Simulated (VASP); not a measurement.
An input for Ansatz (written as the equivalent of a VASP run, and not itself run):

Ansatz 0.2 input:
```yaml
crystal:
  lattice:
    - [0.0000000, 2.2750122, 2.2750122]
    - [2.2750122, 0.0000000, 2.2750122]
    - [2.2750122, 2.2750122, 0.0000000]
  atoms:
    - { symbol: Ga, position: [0.0000000, 0.0000000, 0.0000000] }
    - { symbol: N, position: [0.2500000, 0.2500000, 0.2500000] }
kpoints:
  mp_grid: { grid: [10, 10, 10] }
hamiltonian:
  xc: r2scan
  pseudopotentials: { kind: paw }
scf:
  occupations: { method: gaussian, width: 0.05 }
  max_iter: 100
output: { forces: true, stress: true, eigenvalues: true }
```

Task: Write the VASP files for the same calculation (r2SCAN).

Result: This is not unique; one that fits is 
KPOINTS:
```
Automatic
0
Gamma
10 10 10
0 0 0
```

INCAR:
```
! general
SYSTEM  = GaN
PREC    = Accurate
ENCUT   = 520   ! plane-wave cut-off (eV)
LREAL   = F   ! projection in real space or not
LASPH   = T   ! aspherical one-centre terms

! electronic loop
EDIFF   = 1E-7   ! SCF stop (eV)
NELM    = 100
ALGO    = Normal   ! blocked Davidson
LMAXMIX = 4   ! l cut-off of mixed one-centre charges
LMIXTAU = T

! smearing
ISMEAR  = 0   ! Gaussian
SIGMA   = 0.05

! functional
METAGGA = R2SCAN

! ions
ISIF    = 2   ! forces and stress, cell fixed

! output
LWAVE   = F
LCHARG  = F
```

**POSCAR**
```
GaN
3.2173530
  0.0000000000   0.7071068153   0.7071068153
  0.7071068153   0.0000000000   0.7071068153
  0.7071068153   0.7071068153   0.0000000000
Ga N
1 1
Cartesian
  0.0000000000   0.0000000000   0.0000000000
  0.3535534076   0.3535534076   0.3535534076
```

POTCAR, in this order: Ga_d N (PBE.64 set). Program: vasp_std.

Limits of the translation: each code has its own PAW files, so the cut-off isn't converted (ENCUT is set for VASP's; basis.ecutwfc is left out, and Ansatz then takes the one that its files recommend); Ansatz stops its SCF on the density residual and VASP on the energy change (EDIFF).

The compound is GaN in the zinc blende structure, a metastable form; wurtzite is the usual one. This cell is one point of a volume scan, at 1.03 of the reference volume.
